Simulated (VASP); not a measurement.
Given:

```
Tb
1.0
   -3.01328     3.01328     1.66249
    3.01328    -3.01328     1.66249
    3.01328     3.01328    -1.66249
Tb
2
Direct
  0.75000   0.25000   0.50000
  0.00000   0.00000   0.00000
```

Level of theory: PBEsol GGA, VASP's PBE PAW potentials (set 64) (plane waves; VASP). Run with 400 eV cut-off, 14×14×14 Γ-centred mesh, tetrahedra with Blöchl corrections, potentials Tb_3.

The 4f electrons are frozen in the core of the lanthanide potential, so 4f levels, which can set the real gap, and their magnetism are missing.

Q: The job: Tb (relaxed from the beta-Sn structure, space group I4_1/amd), 2 atoms, PBEsol, static run, 400 eV, 14×14×14 Γ-centred mesh. Roughly how much core time does it take on a busy server core?

A: About 70 core-seconds (one run on a shared machine, a rough figure). It had 244 irreducible k-points, 13 bands, up to 1126 plane waves and 12 electronic steps.

The structure was generated: Tb was put into the beta-Sn type (I4_1/amd), which need not be its known phase. It was relaxed first, which changed the volume by -10 %.
